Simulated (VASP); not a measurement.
Shape and ions are relaxed at each volume.

```
Sc
1.0
    1.64762    -2.85377     0.00000
    1.64762     2.85377     0.00000
    0.00000     0.00000     5.08914
Sc
2
Direct
  0.33333   0.66667   0.25000
  0.66667   0.33333   0.75000
```

Computed with optB88-vdW, VASP's PBE PAW potentials (set 64) (plane waves; VASP 6.6.1). Numerical set-up: 520 eV cut-off, 13×13×7 Γ-centred mesh, first-order Methfessel-Paxton smearing of 0.10 eV, potentials Sc_sv.

Give the energy at these volumes per atom, relative to the lowest: 22.48, 23.20, 23.92, 24.64, 25.35 Å³.

17.2, 4.1, 0.0, 3.6, 13.9 meV/atom. A third-order Birch-Murnaghan fit gives B0 = 57.3 GPa and B0′ = 3.5.

The compound is Sc in the hcp structure. It was relaxed first.
